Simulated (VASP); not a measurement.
Data:

```yaml
crystal:
  lattice:
    - [0.00000, 2.83421, 2.83421]
    - [2.83421, 0.00000, 2.83421]
    - [2.83421, 2.83421, 0.00000]
  atoms:
    - { symbol: Ga, position: [0.00000, 0.00000, 0.00000] }
    - { symbol: As, position: [0.25000, 0.25000, 0.25000] }
```

Calculation: r2SCAN meta-GGA, VASP's PBE PAW potentials (set 64) (plane waves; VASP). Run with 520 eV cut-off, 9×9×9 Γ-centred mesh, tetrahedra with Blöchl corrections, potentials Ga_d As.

Task: Predict the energy per atom (σ→0), band gap (over mesh and band path) with the smallest direct gap where there is one.

Result: 
- band gap (over mesh and band path) = 0.93 eV
- smallest direct gap (over mesh and band path) = 0.93 eV
- energy per atom (σ→0) = -13.528 eV/atom

The absolute energy has meaning only against runs of the same code, potentials and settings.

The compound is GaAs in the zinc blende structure. It was relaxed first.
